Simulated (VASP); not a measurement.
Input:

```xyz
64
Lattice="10.9371 0.0000 0.0000 0.0000 10.9371 0.0000 0.0000 0.0000 10.9371" Properties=species:S:1:pos:R:3 pbc="T T T"
Si     5.4665    10.9349     0.0004
Si     6.8533     1.3412     1.3730
Si     8.2302     2.7037     0.0148
Si     9.5977     4.0799     1.3670
Si     8.1960    10.9257     2.7694
Si     9.5400     1.3910     4.1182
Si    10.9370     0.0028     0.0051
Si     1.3591     1.3563     1.3952
Si     2.7056     2.7016    10.9261
Si     4.0830     4.0794     1.3273
Si     5.4683     5.4694     0.0058
Si     6.8554     6.8585     1.3271
Si     8.2296     8.2378    10.9228
Si     9.5786     9.5833     1.3911
Si     2.7405     0.0137     2.7733
Si     4.1229     1.3991     4.1183
Si     5.4645     2.7333     2.6927
Si     6.7709     4.1830     3.9995
Si     8.2175     5.4815     2.6846
Si     9.5529     6.8240     4.1091
Si     5.4678     0.0021     5.4726
Si     6.8155     1.3997     6.8240
Si     8.1271     2.8167     5.4579
Si     9.5505     4.1143     6.8291
Si     8.1968     0.0159     8.1693
Si     9.5778     1.3546     9.5509
Si     0.0022     5.4712     0.0004
Si     1.3459     6.8575     1.3715
Si     2.7066     8.2362     0.0160
Si     4.0822     9.5958     1.3773
Si     0.0045     2.7319     2.7660
Si     1.3853     4.1152     4.1124
Si     2.7271     5.4543     2.6914
Si     4.1733     6.7553     4.0078
Si     5.4747     8.2041     2.6948
Si     6.8145     9.5444     4.1167
Si     0.0004     0.0008     5.4742
Si     1.3981     1.3925     6.8263
Si     2.8091     2.8160     5.4826
Si     4.1703     4.1834     6.9351
Si     6.7661     6.7570     6.9276
Si     8.1296     8.1257     5.4782
Si     9.5395     9.5471     6.8252
Si     2.7386    10.9230     8.1718
Si     4.0813     1.3400     9.5651
Si     5.4719     2.7335     8.2474
Si     6.8527     4.0825     9.6145
Si     8.2108     5.4566     8.2494
Si     9.5934     6.8592     9.5689
Si    10.9329     8.2067     2.7621
Si     1.3955     9.5462     4.1183
Si     0.0003     5.4701     5.4718
Si     1.3849     6.8231     6.8325
Si     2.8079     8.1206     5.4601
Si     4.1190     9.5414     6.8232
Si    10.9293     2.7293     8.1783
Si     1.3410     4.0786     9.5701
Si     2.7225     5.4798     8.2540
Si     4.0837     6.8572     9.6141
Si     5.4627     8.2029     8.2427
Si     6.8535     9.5971     9.5609
Si     0.0055     8.2083     8.1783
Si     1.3571     9.5841     9.5515
Cu     5.4689     5.4619     5.4668
```
Cell charge +1.

Level of theory: HSE06 screened hybrid, VASP's PBE PAW potentials (set 64) (plane waves; VASP 6.6.1). Run with PREC = Normal, LREAL = Auto, ISYM = 0, NELECT = 262.0, EDIFF = 1E-5, 400 eV cut-off, 1×1×1 Γ-centred mesh, Gaussian smearing of 0.050 eV, potentials Si Cu.

The cell is charged, with a uniform compensating background. The supercell is sampled at Γ alone, which is coarse: total energies, pressure and levels can be off, energies of defects by several tenths of an eV.

Problem. Predict the energy per atom (σ→0), largest force.

Solution. 
```yaml
energy per atom (σ→0): -6.217 eV/atom
largest_force: 0.283 eV/Å
```

The absolute energy has meaning only against runs of the same code, potentials and settings.

The cell is a supercell with a defect, built from Si (diamond): Cu_Si, charge +1. The cell's shape comes from a PBE relaxation. The run is not spin-polarised, so no state with unpaired spins was tried.
